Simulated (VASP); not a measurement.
An input for Quantum ESPRESSO's pw.x (written as the equivalent of a VASP run, and not itself run):

```
&CONTROL
  calculation = 'vc-relax'
  pseudo_dir = './pseudo'
  outdir = './out'
  tprnfor = .true.
  tstress = .true.
  nstep = 60
  forc_conv_thr = 0.00039
/
&SYSTEM
  ibrav = 0
  nat = 2
  ntyp = 2
  ecutwfc = 58
  occupations = 'smearing'
  smearing = 'gaussian'
  degauss = 0.003675
  input_dft = 'pbesol'
/
&ELECTRONS
  conv_thr = 7.3e-08
  electron_maxstep = 100
/
&IONS
/
&CELL
/
ATOMIC_SPECIES
  Cs 132.905 Cs.upf
  Cl 35.450 Cl.upf
CELL_PARAMETERS angstrom
     4.1200000    0.0000000    0.0000000
     0.0000000    4.1200000    0.0000000
     0.0000000    0.0000000    4.1200000
ATOMIC_POSITIONS crystal
  Cs   0.0000000  0.0000000  0.0000000
  Cl   0.5000000  0.5000000  0.5000000
K_POINTS automatic
  6 6 6 0 0 0
```

Problem. Translate this input to VASP (INCAR, KPOINTS, POSCAR, choice of POTCAR).

Solution. One answer among several that fit: 
File POSCAR:
```
CsCl
1
    4.1200000000     0.0000000000     0.0000000000
    0.0000000000     4.1200000000     0.0000000000
    0.0000000000     0.0000000000     4.1200000000
Cs Cl
1 1
Direct
  0.0000000000   0.0000000000   0.0000000000
  0.5000000000   0.5000000000   0.5000000000
```

**INCAR**
```
! general
SYSTEM   =  CsCl
PREC     =  Accurate
ENCUT    =  480
LREAL    =  .FALSE.
LASPH    =  .TRUE.

! electronic loop
EDIFF    =  1E-6
NELM     =  100
ALGO     =  Normal
LMAXMIX  =  4

! smearing
ISMEAR   =  0
SIGMA    =  0.05

! functional
GGA      =  PS

! ions
IBRION   =  2
NSW      =  60
ISIF     =  3
EDIFFG   =  -0.01

! output
LWAVE    =  .FALSE.
LCHARG   =  .FALSE.
```

KPOINTS:
```
kpoints
0
Gamma
  6 6 6
0 0 0
```

POTCAR, in this order: Cs_sv Cl (PBE.64 set). Program: vasp_std.

The two are equivalent in intent, not identical: the potentials are each code's own (VASP's PAW set, PseudoDojo norm-conserving files in pw.x), so ENCUT and ecutwfc are chosen apart and not converted; conv_thr bounds pw.x's estimated SCF error, while EDIFF bounds the energy change between steps; forc_conv_thr acts on force components and is met together with etot_conv_thr.

The compound is CsCl in the CsCl type structure. This run relaxes it. Symmetry was kept, so distortions that lower it aren't found.
